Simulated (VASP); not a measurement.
Here is the system:

```yaml
crystal:
  lattice:
    - [0.00000, 2.70148, 2.70148]
    - [2.70148, 0.00000, 2.70148]
    - [2.70148, 2.70148, 0.00000]
  atoms:
    - { symbol: Si, position: [0.25000, 0.25000, 0.25000] }
    - { symbol: Si, position: [0.00000, 0.00000, 0.00000] }
```

The numbers are results of LDA (Ceperley-Alder, Perdew-Zunger), VASP's LDA PAW potentials (set 64) (plane waves; VASP 6.6.1), not measurements. Numerical set-up: 400 eV cut-off, 19×19×19 Γ-centred mesh, Gaussian smearing of 0.010 eV, potentials Si.

**Question.** The job: Si (space group Fd-3m), 2 atoms, LDA, optics run with many empty bands, 400 eV, 19×19×19 Γ-centred mesh. Roughly how much core time does it take on a busy server core?

**Answer.** About 2 core-minutes (one run on a shared machine, a rough figure). It had 220 irreducible k-points, 24 bands, up to 730 plane waves and 12 electronic steps.

The structure comes from a computed database's Si entry (Fd-3m); how it stands against other phases isn't given here. It was relaxed first.
